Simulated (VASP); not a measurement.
Data:

```
AlRu
1.0
    2.99000     0.00000     0.00000
    0.00000     2.99000     0.00000
    0.00000     0.00000     2.99000
Al Ru
1 1
Direct
  0.49687   0.50332   0.49730
  0.00313   0.99668   0.00270
```

Method: PBE GGA, VASP's PBE PAW potentials (set 64) (plane waves; VASP). Run with 300 eV cut-off, 9×9×9 Γ-centred mesh shifted by (0.5, 0.5, 0.5), Gaussian smearing of 0.14 eV, potentials Al Ru_pv.

At this cut-off the stress carries a Pulay error, which pulls relaxed volumes low.

### Question
The ions, cell shape and volume are relaxed. Which structure does the run end with?

### Answer

```
AlRu
1.0
    3.00219    -0.00035     0.00028
   -0.00035     3.00217    -0.00030
    0.00028    -0.00030     3.00224
Al Ru
1 1
Direct
  0.49999   0.50001   0.49999
  0.00001   0.99999   0.00001
```
Space group Pm-3m (221), at a tolerance of 0.03 Å.

### Question
How do energy and volume change from the first to the last step?

### Answer
The energy (σ→0) changes by -3.2 meV/atom and the volume by +1.2 %, in 5 ionic steps.

The structure is a typed RuAl crystal. In the starting cell atoms are displaced from their ideal sites. This run relaxes it. The run is one of a series of settings (EDIFFG = -0.01, IBRION = 2, ISIF = 3, NSW = 50 against the base run), some of them coarse on purpose. The electron count is odd and the run is not spin-polarised, which forces a metal.
